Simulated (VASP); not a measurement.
All values below come from HSEsol screened hybrid, VASP's PBE PAW potentials (set 64) (plane waves; VASP 6.6.1).

VASP input:

INCAR:
```
LASPH  =  .True.   ! aspherical one-centre terms
LMAXMIX  =  4   ! l cut-off of mixed one-centre charges
ENCUT  =  520
SIGMA  =  0.05   ! width (eV)
ISMEAR  =  0
LREAL  =  .False.
HFSCREEN  =  0.2   ! 1/Angstrom
ALGO  =  Normal   ! blocked Davidson
ISYM  =  3
GGA  =  PS
LHFCALC  =  .True.
SYSTEM  =  YN
LWAVE  =  .False.
ISIF  =  2   ! forces and stress, cell fixed
EDIFF  =  1E-6   ! SCF stop (eV)
PREC  =  Accurate
LCHARG  =  .False.
AEXX  =  0.25
PRECFOCK  =  Fast
NELM  =  60   ! most electronic steps
```

**POSCAR**
```
YN
1
    0.0000000000     2.3765447590     2.3765447590
    2.3765447590     0.0000000000     2.3765447590
    2.3765447590     2.3765447590     0.0000000000
Y N
1 1
Direct
  0.0000000000   0.0000000000   0.0000000000
  0.5000000000   0.5000000000   0.5000000000
```

### KPOINTS
```
Automatic mesh
0
Gamma
8 8 8
0 0 0
```

POTCAR, in this order: Y_sv N (PBE.64 set). Program: vasp_std. Read from the step before: WAVECAR.

Question: What will the output report for the number of irreducible k-points (NKPTS), largest plane-wave count, number of space-group operations, FFT grid (NGX, NGY, NGZ)?

Answer: 
```
Item                                          Result
--------------------------------------  ------------
number of irreducible k-points (NKPTS)            29
largest plane-wave count                         740
number of space-group operations                  48
FFT grid (NGX, NGY, NGZ)                28 × 28 × 28
```

The compound is YN in the rock salt structure. This cell is one point of a volume scan, at 0.91 of the reference volume. The cell's shape comes from a PBE relaxation.
